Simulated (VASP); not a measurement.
Computed with LDA (Ceperley-Alder, Perdew-Zunger), VASP's LDA PAW potentials (set 64) (plane waves; VASP).

VASP input:

### INCAR
```
SYSTEM = Se
PREC = Accurate
ENCUT = 400
EDIFF = 1E-6
NELM = 100
ALGO = Normal
LREAL = .FALSE.
LASPH = .TRUE.
ISMEAR = 0
SIGMA = 0.05
LMAXMIX = 4
LWAVE = .FALSE.
LCHARG = .FALSE.
IBRION = 2
ISIF = 3
NSW = 60
EDIFFG = -0.02
```

### KPOINTS
```
Automatic mesh
0
Gamma
6 6 4
0 0 0
```

**POSCAR**
```
Se
1
    4.0094562571    -0.0000000000     0.0000000000
   -2.0047281286     3.4722912733     0.0000000000
   -0.0000000000     0.0000000000     5.0581731401
Se
3
Direct
  0.2533579447   0.0000000000   0.3333330000
  0.0000000000   0.2533579447   0.6666670000
  0.7466420553   0.7466420553   0.0000000000
```

POTCAR, in this order: Se (LDA.64 set). Program: vasp_std.

Q: What will the output report for the number of irreducible k-points (NKPTS), largest plane-wave count, number of space-group operations, FFT grid (NGX, NGY, NGZ)?

A: 
```json
{
 "number of irreducible k-points (NKPTS)": "24",
 "largest_plane_wave_count": "1318",
 "number_of_space_group_operations": "6",
 "FFT grid (NGX, NGY, NGZ)": "28 × 28 × 36"
}
```

The structure comes from a computed database's Se entry (P3_121); how it stands against other phases isn't given here. This run relaxes it. Symmetry was kept, so distortions that lower it aren't found. The start is the result of an earlier pass.
